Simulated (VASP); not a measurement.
Given:

```
CELL_PARAMETERS angstrom
      1.53065    -2.65117     0.00000
      1.53065     2.65117     0.00000
      0.00000     0.00000     5.05139
ATOMIC_POSITIONS crystal
  Tl 0.33333 0.66667 0.25000
  Tl 0.66667 0.33333 0.75000
```

These are PBEsol GGA, VASP's PBE PAW potentials (set 64) (plane waves; VASP 6.6.1) values and carry that method's errors. Run with 500 eV cut-off, 14×14×7 Γ-centred mesh, first-order Methfessel-Paxton smearing of 0.10 eV, potentials Tl_d.

Energy and stress use the plane-wave basis of the starting cell.

The ions, cell shape and volume at an external pressure of 45.0 GPa are relaxed. Which structure does the run end with?

```
CELL_PARAMETERS angstrom
      1.50822    -2.61232     0.00000
      1.50822     2.61232     0.00000
      0.00000     0.00000     4.83195
ATOMIC_POSITIONS crystal
  Tl 0.33333 0.66667 0.25000
  Tl 0.66667 0.33333 0.75000
```
Space group P6_3/mmc (194), at a tolerance of 0.03 Å.

How do energy and volume change from the first to the last step?

The energy (σ→0) changes by +333.8 meV/atom and the volume by -7.1 %, in 22 ionic steps.

```tsv
step	E(σ→0) (eV)	max force (eV/Å)	pressure (GPa)	volume (Å³)
1	-4.1909	0.000	29.86	41.00
2	0.1709	0.000	126.65	30.54
3	-3.5740	0.000	43.58	38.27
4	-3.5246	0.000	44.69	38.09
5	-3.5088	0.000	45.01	38.04
6	-3.4925	0.000	45.37	37.98
7	-3.5497	0.000	44.07	38.18
8	-3.5213	0.000	44.75	38.08
9	-3.5100	0.000	45.01	38.04
10	-3.4908	0.000	45.50	37.97
11	-3.4505	0.000	46.64	37.82
12	-3.4678	0.000	46.14	37.88
13	-3.4636	0.000	46.27	37.87
14	-3.4637	0.000	46.27	37.87
15	-3.4641	0.000	46.29	37.87
16	-3.4648	0.000	46.31	37.87
17	-3.4646	0.000	46.30	37.87
18	-3.4681	0.000	46.26	37.88
19	-3.4786	0.000	45.98	37.92
20	-3.4996	0.000	45.52	37.99
21	-3.5409	0.000	44.61	38.14
22	-3.5233	0.000	45.03	38.08
```

The compound is Tl in the hcp structure. This run relaxes it under an external pressure of 45 GPa. Symmetry was kept, so distortions that lower it aren't found.
